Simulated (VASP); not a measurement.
Here is the system:

```
Al2Au
1.0
    0.00000     3.02966     3.02966
    3.02966     0.00000     3.02966
    3.02966     3.02966     0.00000
Al Au
2 1
Cartesian
  1.51483   1.51483   1.51483
  4.54448   4.54448   4.54448
  0.00000   0.00000   0.00000
```

The numbers are results of PBE GGA, VASP's PBE PAW potentials (set 64) (plane waves; VASP), not measurements. Numerical set-up: 300 eV cut-off, 6×6×6 Γ-centred mesh, Fermi-Dirac smearing of 0.10 eV, potentials Al Au.

Unless said otherwise, spin-orbit coupling is left out, though it shifts the bands of the heavy elements here.

Problem. Predict the energy per atom (σ→0), band gap (on the k-mesh) with the smallest direct gap where there is one.

Solution. 
```json
{
 "band gap (on the k-mesh)": "none (metal, semimetal or under 0.01 eV)",
 "energy per atom (σ→0)": "-4.011 eV/atom"
}
```

The structure comes from a computed database's Al2Au entry; how it stands against other phases isn't given here. The cell was not relaxed at this level. The electron count is odd and the run is not spin-polarised, which forces a metal.
